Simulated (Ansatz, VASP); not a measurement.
One calculation of SiSbTe3, two programs

```
Si Sb Te
1.0
     5.29309    0.00000    0.00000
     0.00000    5.29309    0.00000
     0.00000    0.00000    5.29309
Si Sb Te
1 1 3
Direct
  0.00000 0.00000 0.00000
  0.50000 0.50000 0.50000
  0.50000 0.00000 0.00000
  0.00000 0.50000 0.00000
  0.00000 0.00000 0.50000
```

Alike in both runs: task relaxation of cell and atoms; functional PBE; k mesh 8 × 8 × 8; occupations gaussian, width 0.1 eV; no spin polarisation.

```csv
,VASP,Ansatz
version,VASP 6.6.1,Ansatz 0.2.0
potentials or method,"VASP PAW PBE potentials, release 64 (Si, Sb, Te)","scalar-relativistic, plane waves, PAW"
plane-wave cutoff (eV),600,420
valence electrons in the cell,27,67
```

```csv
,VASP,Ansatz,Ansatz less VASP
"gap on the k mesh at the Fermi level, each at its own relaxed structure (eV)",none,none,-
relaxed volume (Å³/atom),29.21,29.22,+0.011
relaxed cell length with the largest relative difference (Å),5.266,5.267,+0.0007
energy change over the relaxation (meV/atom),-1,-1,0.0
```

A gap of «none» marks a metal or a gap that the smearing closes. The two sets of potentials don't hold the same shells in valence.

Spin-orbit coupling is left out, which matters for the levels of Sb, Te.
